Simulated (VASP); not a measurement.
Output of a VASP run:

OSZICAR:
```
       N       E                     dE             d eps       ncg     rms          rms(c)
DAV:   1     0.752097300171E+02    0.75210E+02   -0.79052E+03  1456   0.140E+03
DAV:   2    -0.103374884180E+02   -0.85547E+02   -0.81132E+02  1496   0.250E+02
DAV:   3    -0.142847478731E+02   -0.39473E+01   -0.38529E+01  1893   0.602E+01
DAV:   4    -0.143636515133E+02   -0.78904E-01   -0.79496E-01  1746   0.801E+00
DAV:   5    -0.143658829815E+02   -0.22315E-02   -0.22311E-02  1865   0.143E+00    0.157E+01
DAV:   6    -0.187940548772E+02   -0.44282E+01   -0.49538E+01  1597   0.176E+02    0.239E+01
DAV:   7    -0.126124122337E+02    0.61816E+01   -0.14814E+01  1746   0.111E+02    0.373E+00
DAV:   8    -0.125596111736E+02    0.52801E-01   -0.20809E+00  2142   0.241E+01    0.259E+00
DAV:   9    -0.125185402221E+02    0.41071E-01   -0.27091E-01  1780   0.110E+01    0.568E-01
DAV:  10    -0.125167003928E+02    0.18398E-02   -0.10764E-02  2008   0.217E+00    0.241E-01
DAV:  11    -0.125167869747E+02   -0.86582E-04   -0.88831E-04  1779   0.256E-01    0.483E-02
DAV:  12    -0.125168378191E+02   -0.50844E-04   -0.56583E-05  2011   0.139E-01    0.213E-02
DAV:  13    -0.125168168146E+02    0.21004E-04   -0.15487E-05  1942   0.940E-02    0.707E-03
DAV:  14    -0.125168127332E+02    0.40814E-05   -0.27213E-06  2312   0.251E-02    0.438E-03
DAV:  15    -0.125168154524E+02   -0.27192E-05   -0.62467E-07  1919   0.185E-02    0.599E-04
DAV:  16    -0.125168157801E+02   -0.32767E-06   -0.40029E-08   998   0.184E-03    0.214E-04
DAV:  17    -0.125168157789E+02    0.11855E-08   -0.58828E-09   923   0.110E-03
   1 F= -.12516816E+02 E0= -.12516816E+02  d E =0.000000E+00
```

File OUTCAR:
```
------------------------ aborting loop because EDIFF is reached ----------------------------------------
  FORCE on cell =-STRESS in cart. coord.  units (eV):
  Direction    XX          YY          ZZ          XY          YZ          ZX
  --------------------------------------------------------------------------------------
  Total       -0.2409614     -0.2409614     -0.2409614      0.0000000     -0.0000000      0.0000000
  in kB       -9.5952918     -9.5952918     -9.5952918      0.0000000     -0.0000000      0.0000000
  external PRESSURE =      -9.5952918 kB  Pullay stress =       0.0000000 kB
  volume of cell :       40.23
      direct lattice vectors                 reciprocal lattice vectors
     0.000000000  2.719714346  2.719714346    -0.183842837  0.183842837  0.183842837
     2.719714346  0.000000000  2.719714346     0.183842837 -0.183842837  0.183842837
     2.719714346  2.719714346  0.000000000     0.183842837  0.183842837 -0.183842837
 POSITION                                       TOTAL-FORCE (eV/Angst)
 -----------------------------------------------------------------------------------
      1.35986      1.35986      1.35986        -0.000000      0.000000     -0.000000
      4.07957      4.07957      4.07957         0.000000     -0.000000      0.000000
      0.00000      0.00000      0.00000        -0.000000      0.000000     -0.000000
 -----------------------------------------------------------------------------------
    total drift:                                0.000000     -0.000000     -0.000000
  FREE ENERGIE OF THE ION-ELECTRON SYSTEM (eV)
  ---------------------------------------------------
  free  energy   TOTEN  =       -12.5168157789 eV

  energy  without entropy=      -12.5168157789  energy(sigma->0) =      -12.51681578

 total charge

# of ion       s       p       d       tot
------------------------------------------
    1        0.743   0.835   0.000   1.579
    2        0.743   0.835   0.000   1.579
    3        0.551   0.777   8.450   9.778
--------------------------------------------------
tot          2.037   2.447   8.450  12.935

 Electric field gradients after diagonalization (V/A^2)
 (convention: |V_zz| > |V_xx| > |V_yy|)
----------------------------------------------------------------------
 ion       V_xx      V_yy      V_zz     asymmetry (V_yy - V_xx)/ V_zz
----------------------------------------------------------------------
   1      -0.000    -0.000     0.000       0.000
   2      -0.000    -0.000     0.000       0.000
   3       0.001     0.001    -0.002       0.000
```
(Selected blocks of OUTCAR.)

### POSCAR
```
NiSi2
1
    0.0000000000     2.7197143465     2.7197143465
    2.7197143465     0.0000000000     2.7197143465
    2.7197143465     2.7197143465     0.0000000000
Si Ni
2 1
Direct
  0.2500000000   0.2500000000   0.2500000000
  0.7500000000   0.7500000000   0.7500000000
  0.0000000000   0.0000000000   0.0000000000
```

**Question.** Write an INCAR and KPOINTS that could have produced this output.

**Answer.** Several could match; the one computed here: the input of the run itself, optB86b-vdW, plane waves, VASP's PBE PAW potentials (set 64).

KPOINTS:
```
Regular mesh
0
gamma
 11 11 11
```

INCAR:
```
! general
SYSTEM   = NiSi2
PREC     = Accurate
ENCUT    = 520   ! plane-wave cut-off (eV)
LREAL    = .False.   ! projection in real space or not
LASPH    = .True.

! electronic loop
EDIFF    = 1E-7   ! SCF stop (eV)
NELM     = 100   ! most electronic steps
ALGO     = Normal
LMAXMIX  = 4   ! l cut-off of mixed one-centre charges

! smearing
ISMEAR   = -5

! functional
GGA      = MK
LUSE_VDW = .True.
AGGAC    = 0.0
PARAM1   = 0.1234
PARAM2   = 1.0

! ions
ISIF     = 2

! output
LWAVE    = .False.
LCHARG   = .True.
LORBIT   = 11   ! lm-projected
NEDOS    = 601   ! DOS grid

! other
LEFG     = .True.
```

POTCAR, in this order: Si Ni (PBE.64 set). Program: vasp_std.

For a metal the tetrahedron method with Blöchl corrections gives inexact stress and forces.

The compound is NiSi2 in the fluorite structure. It was relaxed first. The run is not spin-polarised, so no magnetic state was tried.
